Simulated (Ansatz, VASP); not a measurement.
## B65N63 (B_N) in two plane-wave programs

Wanted: the spread between two codes on one cell, functional and k mesh. The cell is taken from a series of runs on this material, whose earlier steps may have relaxed, scaled, displaced or heated it; both programs get it as it stands.

Main program and level: Ansatz 0.2.0; plane waves, with VASP 6.6.1 beside it; single point at r2SCAN.

## (1) Starting point

The cell holds 128 atoms: 65 B and 63 N. Cell: a = 10.207 Å, b = 10.207 Å, c = 10.207 Å, α = 60.0°, β = 60.0°, γ = 60.0°. It derives from BN (BN (F-43m)). Nearest the centre at fractional (0.312, 0.562, 0.562): B28 at 0.09 Å, B44 at 1.61 Å, B32 at 1.61 Å, B29 at 1.62 Å, B27 at 1.64 Å, N91 at 2.56 Å, N88 at 2.56 Å, N76 at 2.57 Å.

## (2) Ansatz: single point, r2SCAN

Ansatz runs on its PAW soft_1 files.

A single point gives forces, pressure and levels at one fixed geometry, so differences don't come from the geometry; what else differs is listed under the comparison.

Input file input.yaml:

```yaml
crystal:
  checkpoint: "../qm1_M1.relax.run"
  host: checkpoint
basis:
  ecutwfc: 500
  xc_grid: 2
hamiltonian:
  xc: r2scan
  pseudopotentials: { kind: paw, azcp: { folder: soft_1 } }
kpoints:
  mp_grid: { grid: [2, 2, 2], shift: [0.5, 0.5, 0.5] }
scf:
  occupations: { method: fermi_dirac, width: 0.01 }
  max_iter: 60
output:
  forces: true
  eigenvalues: true
  charged_corrections: { defect_position: [0.3125, 0.5625, 0.5625] }
checkpoint:
  read: "../qm1_M1.relax.run"
  write: "../qm1_M1.point_neutral.run"
  compress: false
  write_wavefunctions: false
  write_every: 100000
```

Run with:

```console
ansatz run input.yaml --threads 8 --pin off --max-ram 22609MiB --backend cpu --events-out ev --progress --plain --runs-dir out
```

Numbers of over 12 decimals in the logs are rounded to 6 here.

The log of the run:

```text
Warning: checkpoint.read: spin treatment differs: saved collinear, current unpolarized; the saved charge density seeds this run and the saved magnetisation is not carried: this deck is unpolarised; the saved density holds an absolute magnetisation of 1.2e0 μB; saved orbitals and DFT+U occupations are not carried; the saved kinetic-energy density and PAW projector densities are carried summed over spin
checkpoint.read: the saved state was converged at a total charge of -1 e, and this run's is 0 e: a saved density that it takes is scaled to its electron count
crystal.checkpoint: the structure is that of <dir>, a `relax` run, at its step 6: its result, under r2scan at a charge of -1 e; 128 atoms read, 0 with a starting moment; this deck's charge is 0 e; crystal.structure_sha256 for this input is
Engine: ansatz 0.2.0, aarch64-unknown-linux-gnu
Pseudopotentials: kind: paw
Pseudopotential: B, paw, valence charge 3, recommended cutoff 500 eV (meta_gga), soft_1/B.paw.azcp
Pseudopotential: N, paw, valence charge 5, recommended cutoff 500 eV (meta_gga), soft_1/N.paw.azcp
Functional definition: r2SCAN
  parameter k0 = 0.174
  parameter k1 = 0.065
  parameter a1 = 4.9479
  exchange = r2scan_x(k0 = k0, k1 = k1, a1 = a1)
  correlation = r2scan_c
Crystal: 128 atoms, lattice volume = 752.023 Å³
Basis set: ecut = 500 eV, 19195 PW (Γ), exchange–correlation on 150×150×150 points (8 copies of the dense FFT grid, shifted against one another)
Bands: 383, of which v1, the nominal top of the filled ones, is band 255 counted from 1 (254 counted from 0)
Symmetry: 1 space group operations
Space group: P1 (ITA 1), of the structure as read, at distance tolerance 9.1e-5 Å
k-points: 4 of 8 (time reversal used)
Non-local potential: B, projectors of the file, l = 0: 2, l = 1: 2, l = 2: 1
Non-local potential: N, projectors of the file, l = 0: 2, l = 1: 2, l = 2: 1
PAW form: soft (Blöchl's): semilocal exchange-correlation on the pseudo side does not see the compensation charge
PAW frozen core: B, regenerated for the run's functional (the file was generated under x = pbe(κ = 0.804, μ = 0.219515), c = pbe(β = 0.066725))
PAW frozen core: N, regenerated for the run's functional (the file was generated under x = pbe(κ = 0.804, μ = 0.219515), c = pbe(β = 0.066725))
PAW one-centre angular grid: B, 302 points (default); XC on 223 of its mesh's 2233 points in the sphere
PAW one-centre angular grid: N, 302 points (default); XC on 160 Gauss nodes
Initial density: read from a saved state, or passed on in memory by an earlier SCF of this step, an earlier step, the calling program or the single point that the run made first
Initial wavefunctions: pseudopotential atomic-orbital guess
Functional: x = r2scan, c = r2scan; τ floored in thin density (d = 2e-4 eV/Å³)
iter 1 solved again at ethr=3.96e-4 eV; its pass at ethr=3.10e-3 eV (dr2=2.02e0 eV) is discarded
SCF iter   1: F=—  HF=-34580.096332 eV  |F-HF|=—  |Δ(HF+E_count)|=         —  Δρ=8.99e-3  dr2=2.02e0  dr2_τ=2.91e-2  ethr=3.96e-4  ⟨swp⟩=9.0  Hψ=10974  notcnv=0  defer=6
preconditioner: auto → Resta (q_TF=auto, 2.557 Å⁻¹)  ε∞=3.6  [insulator: Δε(μ)=0.268 eV  Ē_g=18.791 eV  σ=0.010 eV  W_gap=1.00  n_scr=180 (ndim 8)  ℏωp=30.6 eV  f_vac=0.000  D(μ)=0.00/eV (n_scr^D=0)  ε∞_Penn≈3.6]
SCF iter   2: F=—  HF=-34579.643017 eV  |F-HF|=—  |Δ(HF+E_count)|=   4.53e-1  Δρ=4.07e-3  dr2=2.38e-1  dr2_τ=9.12e-3  ethr=3.96e-4  ⟨swp⟩=4.5  Hψ=2180  notcnv=0  defer=357
SCF iter   3: F=—  HF=-34579.596975 eV  |F-HF|=—  |Δ(HF+E_count)|=   4.60e-2  Δρ=1.59e-3  dr2=1.12e-2  dr2_τ=6.67e-4  ethr=4.67e-5  ⟨swp⟩=3.5  Hψ=2589  notcnv=0  defer=472
SCF iter   4: F=—  HF=-34579.597055 eV  |F-HF|=—  |Δ(HF+E_count)|=   8.01e-5  Δρ=4.14e-4  dr2=1.11e-3  dr2_τ=2.14e-4  ethr=2.19e-6  ⟨swp⟩=2.0  Hψ=2001  notcnv=0  defer=120
automatic band count: iteration 4 solves 295 bands in place of 383: the levels show a gap, and the empty bands left out lie too high to hold charge; the band table lists the bands solved (type scf.n_extra_bands for more)
SCF iter   5: F=—  HF=-34579.596957 eV  |F-HF|=—  |Δ(HF+E_count)|=   9.76e-5  Δρ=1.42e-4  dr2=1.47e-4  dr2_τ=1.23e-5  ethr=2.17e-7  ⟨swp⟩=2.0  Hψ=2080  notcnv=0  defer=120
SCF iter   6: F=—  HF=-34579.597004 eV  |F-HF|=—  |Δ(HF+E_count)|=   4.71e-5  Δρ=1.29e-4  dr2=1.43e-4  dr2_τ=5.95e-6  ethr=2.88e-8  ⟨swp⟩=2.0  Hψ=1825  notcnv=0  defer=120
SCF iter   7: F=—  HF=-34579.597006 eV  |F-HF|=—  |Δ(HF+E_count)|=   1.68e-6  Δρ=3.93e-5  dr2=1.26e-5  dr2_τ=2.22e-7  ethr=2.80e-8  ⟨swp⟩=2.0  Hψ=1068  notcnv=0  defer=120
SCF iter   8: F=—  HF=-34579.597894 eV  |F-HF|=—  |Δ(HF+E_count)|=   8.88e-4  Δρ=7.33e-6  dr2=4.05e-7  dr2_τ=1.98e-8  ethr=2.47e-9  ⟨swp⟩=2.0  Hψ=1068  notcnv=0  defer=120
SCF iter   9: F=—  HF=-34579.597894 eV  |F-HF|=—  |Δ(HF+E_count)|=   1.11e-7  Δρ=4.97e-6  dr2=2.17e-7  dr2_τ=9.03e-9  ethr=1.96e-11  ⟨swp⟩=13.2  Hψ=5074  notcnv=0
[...]
k-point 1: bands = [... 251 lower, 10.5684, 10.6366, 11.4922, 11.7783, 11.9857, 16.8169, 17.4362, 17.4731, ... 36 higher]
  k-point 2: bands = [... 251 lower, 10.5683, 10.6361, 11.4875, 11.7829, 11.9858, 16.8168, 17.4365, 17.4728, ... 36 higher]
  k-point 3: bands = [... 251 lower, 10.5686, 10.6387, 11.5017, 11.7688, 11.9854, 16.8170, 17.4354, 17.4739, ... 36 higher]
```

Reading the cycles: dr2 is the Hartree energy of the density residual (eV), the measure of convergence; HF is the Harris–Foulkes estimate of the energy, which meets the free energy F at convergence.

## (3) VASP: single point, r2SCAN

The same cell, functional, mesh and smearing now go to VASP, with its own data sets.

Lines of VASP's logs that name or quote its potential files are left out, and so is its time.

Input file INCAR:

```
SYSTEM = B65N63
PREC = Accurate
ENCUT = 580
EDIFF = 1E-06
NELM = 120
ISMEAR = -1
SIGMA = 0.01
LREAL = Auto
ALGO = Normal
METAGGA = R2SCAN
LASPH = .TRUE.
NBANDS = 352
LORBIT = 11
LWAVE = .FALSE.
LCHARG = .FALSE.
ISIF = 2
ISYM = 0
GGA_COMPAT = .FALSE.
LMIXTAU = .TRUE.
KPAR = 4
```

Input file POSCAR:

```
B65N63
1.0
    0.0000000000      7.2177244223      7.2177244223
    7.2177244223      0.0000000000      7.2177244223
    7.2177244223      7.2177244223      0.0000000000
B N
65 63
Direct
    0.9995430363      0.9995309070      0.0003298379
    0.9995264544      0.9997123511      0.2505176637
    0.9979424903      0.0001541251      0.5007995743
[... 7 atom lines left out ...]
    0.9987085439      0.5000500280      0.5008307722
    0.9993760442      0.4999643533      0.7513659185
[... 2 atom lines left out ...]
    0.9993547541      0.7505709575      0.5007515744
    0.9997163361      0.7490067159      0.7498201459
[... 1 atom line left out ...]
    0.2498452340      0.0001809182      0.2488811221
    0.2497206540      0.9996571916      0.5006727658
[... 3 atom lines left out ...]
    0.2498329810      0.2489742854      0.5008202942
    0.2497590801      0.2495981053      0.7513596021
    0.2497234229      0.4998775363      0.0004859828
    0.2498465649      0.5000493719      0.2497531308
    0.2462253773      0.4969521349      0.4976759635
    0.3159020282      0.5658192838      0.5666292206
    0.2454835295      0.4953776167      0.7568387047
[... 1 atom line left out ...]
    0.2497666295      0.7505540912      0.2503763897
    0.2453756037      0.7560083327      0.4961506823
    0.2498176259      0.7487625555      0.7495594276
[... 6 atom lines left out ...]
    0.5003429520      0.2496906221      0.5007696578
    0.4989061816      0.2498272434      0.7498496565
[... 1 atom line left out ...]
    0.5003362024      0.4999924219      0.2504944570
    0.5059094245      0.4956552506      0.4965760589
    0.4986859957      0.4999842140      0.7495788820
[... 1 atom line left out ...]
    0.4989018790      0.7490189339      0.2506595263
    0.4986732854      0.7487734560      0.5007730471
[... 7 atom lines left out ...]
    0.7500036086      0.2481109029      0.5008161307
[... 2 atom lines left out ...]
    0.7499734079      0.5000416228      0.2489117601
    0.7495936321      0.4998920946      0.5006886763
[... 12 atom lines left out ...]
    0.0618729901      0.3120666698      0.8132700996
[... 2 atom lines left out ...]
    0.0605961319      0.5625561406      0.5633369393
    0.0574590392      0.5615306635      0.8178832374
[... 1 atom line left out ...]
    0.0618632866      0.8124691342      0.3128570586
    0.0574343695      0.8170852332      0.5623284962
    0.0619361802      0.8120031648      0.8128134329
[... 6 atom lines left out ...]
    0.3122861333      0.3110387989      0.5633503924
    0.3113915907      0.3075606738      0.8179508358
[... 1 atom line left out ...]
    0.3122815595      0.5625739167      0.3117882327
    0.3117636735      0.5618666961      0.8160682588
[... 1 atom line left out ...]
    0.3113823793      0.8171327104      0.3083488321
    0.3117635822      0.8151942394      0.5626929219
[... 6 atom lines left out ...]
    0.5622526112      0.3121028645      0.3129020602
    0.5669845331      0.3076136668      0.5623883330
    0.5618798894      0.3120715115      0.8128499294
[... 1 atom line left out ...]
    0.5669720057      0.5615857829      0.3084164810
    0.5653371282      0.5618882723      0.5627167209
[... 2 atom lines left out ...]
    0.5618675303      0.8120320339      0.3128920426
[... 17 atom lines left out ...]
    0.8114435746      0.8122982842      0.8131114466
```

Input file KPOINTS:

```
Points of the shifted mesh
8
Reciprocal
 0.2500000000  0.2500000000  0.2500000000 1
 0.2500000000  0.2500000000  0.7500000000 1
 0.2500000000  0.7500000000  0.2500000000 1
 0.2500000000  0.7500000000  0.7500000000 1
 0.7500000000  0.2500000000  0.2500000000 1
 0.7500000000  0.2500000000  0.7500000000 1
 0.7500000000  0.7500000000  0.2500000000 1
 0.7500000000  0.7500000000  0.7500000000 1
```

Potentials, in the order of the species: B and N (PBE family, release 64).

Run with:

```console
mpirun -np 16 vasp_std
```

The log of the run:

```text
[banner, memory and clock lines left out]
running   16 mpi-ranks, on    1 nodes
[...]
|                                                                             |
|           W    W    AA    RRRRR   N    N  II  N    N   GGGG   !!!           |
|           W    W   A  A   R    R  NN   N  II  NN   N  G    G  !!!           |
|           W    W  A    A  R    R  N N  N  II  N N  N  G       !!!           |
|           W WW W  AAAAAA  RRRRR   N  N N  II  N  N N  G  GGG   !            |
|           WW  WW  A    A  R   R   N   NN  II  N   NN  G    G                |
|           W    W  A    A  R    R  N    N  II  N    N   GGGG   !!!           |
|                                                                             |
|     For optimal performance we recommend to set                             |
|       NCORE = 2 up to number-of-cores-per-socket                            |
|     NCORE specifies how many cores store one orbital (NPAR=cpu/NCORE).      |
|     This setting can greatly improve the performance of VASP for DFT.       |
[...]
|               ----> ADVICE to this user running VASP <----                  |
|                                                                             |
|     You enforced a specific xc type in the INCAR file but a different       |
|     [... a line on the potential file left out ...]
|     I HOPE YOU KNOW WHAT YOU ARE DOING!                                     |
|                                                                             |

 LDA part: xc-table for (None), standard interpolation
 POSCAR, INCAR and KPOINTS ok, starting setup
[...]
entering main loop
       N       E                     dE             d eps       ncg     rms          rms(c)
DAV:   1     0.226861139588E+04    0.22686E+04   -0.29943E+05  5632   0.161E+03
DAV:   2    -0.122969137246E+04   -0.34983E+04   -0.33472E+04  6824   0.374E+02
DAV:   3    -0.142015359575E+04   -0.19046E+03   -0.18892E+03  7112   0.890E+01
DAV:   4    -0.142294124479E+04   -0.27876E+01   -0.27782E+01  6968   0.105E+01
[...]
DAV:  20    -0.121654460437E+04    0.43724E-05   -0.70036E-06  6576   0.602E-03    0.291E-03
DAV:  21    -0.121654460942E+04   -0.50499E-05   -0.47429E-06  6152   0.532E-03    0.144E-03
DAV:  22    -0.121654461026E+04   -0.83703E-06   -0.43847E-07  3488   0.158E-03
   1 F= -.12165446E+04 E0= -.12165440E+04  d E =-.124141E-02
```

Parts of OUTCAR (step 3):

```text
  FREE ENERGIE OF THE ION-ELECTRON SYSTEM (eV)
  ---------------------------------------------------
  free  energy   TOTEN  =     -1216.5446102560 eV

  energy  without entropy=    -1216.5433688420  energy(sigma->0) =    -1216.54398955
```

The run ends at a pressure of 3.84 GPa, with forces up to 3.1 eV/Å.

## (4) Side by side

Known differences besides the potentials themselves: VASP keeps PBE cores, Ansatz makes them for the functional; the cutoff is 500 eV in Ansatz and 580 eV in VASP (PREC = Accurate, projectors in real space). Total energies have different zeros and are not compared.

The two programs side by side:

```
              quantity  Ansatz   VASP  difference
gap on the k mesh (eV)   0.074  0.077      -0.003
```

Forces on 7 of the 128 atoms, those with the largest forces and the largest differences (eV/Å; atoms numbered as in POSCAR):

```
atom          Ansatz x, y, z            VASP x, y, z
 B27  -1.620, -1.763, -1.735  -1.602, -1.744, -1.721
 B28     1.721, 1.841, 1.808     1.729, 1.852, 1.817
 B29    0.103, 0.156, -1.658    0.081, 0.131, -1.633
 B32    0.114, -1.689, 0.163    0.092, -1.664, 0.138
 B44    -1.508, 0.129, 0.132    -1.481, 0.104, 0.108
 N88     0.955, 0.231, 0.957     0.961, 0.240, 0.961
 N91     0.951, 0.956, 0.222     0.957, 0.962, 0.230
```

The forces differ by 4.9 meV/Å r.m.s., which is 1.4 % of the r.m.s. force of 0.343 eV/Å (both taken over all components). A gap on the mesh is an upper bound, since the band edges may lie between its points.

## (5) Results

- r.m.s. force difference (single point, r2SCAN): 1.4 % of the r.m.s. force

What this shows: The r.m.s. force difference is 1.4 % of the r.m.s. force (single point, r2SCAN), within the 3 % picked in this series as the mark of a large difference. Such differences can come from data sets, numerical settings and the points named under the comparisons, not from the functional's error against experiment.

[Lines on the potential files, build, host, timing and source positions are cut from VASP's logs without a mark.]

[Logs are printed without paths, hosts, clocks, repeated set-up lines and the standing remarks that a program may print on its own settings, such as how far it seeks lower states.]

[Hosts, paths, dates, database ids (printed as entryN), source tags and the programs' standing remarks are cut or masked in the printed files.]
